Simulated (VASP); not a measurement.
```
CELL_PARAMETERS angstrom
      4.55488     0.00000     0.00000
      0.00000     6.44157     0.00000
      0.00000     0.00000    24.06695
ATOMIC_POSITIONS crystal
  Te 0.50000 0.00000 0.45258
  Te 0.00000 0.50000 0.35299
  Te 0.50000 0.00000 0.64701
  Te 0.00000 0.50000 0.54742
  Pb 0.00000 0.00000 0.36820
  Pb 0.50000 0.50000 0.43799
  Pb 0.00000 0.00000 0.56201
  Pb 0.50000 0.50000 0.63180
```

Calculation: PBEsol GGA, VASP's PBE PAW potentials (set 64) (plane waves; VASP). Numerical set-up: PREC = Normal, 400 eV cut-off, 5×3×1 Γ-centred mesh, Gaussian smearing of 0.050 eV, potentials Te Pb_d.

Task: Predict the energy per atom (σ→0).

Result: 
| Property | Result |
|---|---|
| energy per atom (σ→0) | -3.994 eV/atom |

The absolute energy has meaning only against runs of the same code, potentials and settings.

The cell is a thin slab with vacuum, built from PbTe (rock salt): (110) face.
